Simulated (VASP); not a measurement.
Consider the following.

```
ZnSe
1.0
    0.00000     2.85716     2.85716
    2.85716     0.00000     2.85716
    2.85716     2.85716     0.00000
Zn Se
1 1
Direct
  0.00000   0.00000   0.00000
  0.25000   0.25000   0.25000
```

The numbers are results of revTPSS meta-GGA, VASP's PBE PAW potentials (set 64) (plane waves; VASP), not measurements. Run with 520 eV cut-off, 8×8×8 Γ-centred mesh, Gaussian smearing of 0.050 eV, potentials Zn Se.

**Question.** Predict the energy per atom (σ→0), pressure, band gap (on the k-mesh) with the smallest direct gap where there is one.

**Answer.** 
The band gap (on the k-mesh) is 1.40 eV and the smallest direct gap (on the k-mesh) comes out as 1.40 eV. The energy per atom (σ→0) comes out as 316.6 kJ/mol of atoms and the pressure is -1.76 GPa.

Only differences to runs with the same potentials and settings are physical.

The compound is ZnSe in the zinc blende structure. This cell is one point of a volume scan, at 1.03 of the reference volume.
